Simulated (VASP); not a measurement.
Data:

```xyz
1
Lattice="2.1556 -3.7332 0.0000 2.1556 3.7332 0.0000 0.0000 0.0000 3.9127" Properties=species:S:1:pos:R:3 pbc="T T T"
Ba     0.0000     0.0000     0.0000
```

These are r2SCAN meta-GGA, VASP's PBE PAW potentials (set 64) (plane waves; VASP) values and carry that method's errors. Settings: 400 eV cut-off, 11×11×11 Γ-centred mesh, tetrahedra with Blöchl corrections, potentials Ba_sv.

Unless said otherwise, spin-orbit coupling is left out, though it shifts the bands of the heavy elements here.

**Question.** Predict the energy per atom (σ→0), band gap (over mesh and band path) with the smallest direct gap where there is one.

**Answer.** 
```json
{
 "band gap (over mesh and band path)": "none (metal, semimetal or under 0.01 eV)",
 "energy per atom (σ→0)": "-26.288 eV/atom"
}
```

Total energies compare only between runs with the same potentials, cut-off and functional.

The structure comes from a measured Ba entry (Cmmm) of the Crystallography Open Database, whose conditions weren't checked. It was relaxed first, which changed the volume by -23 %. The relaxed cell has space group P6/mmm.
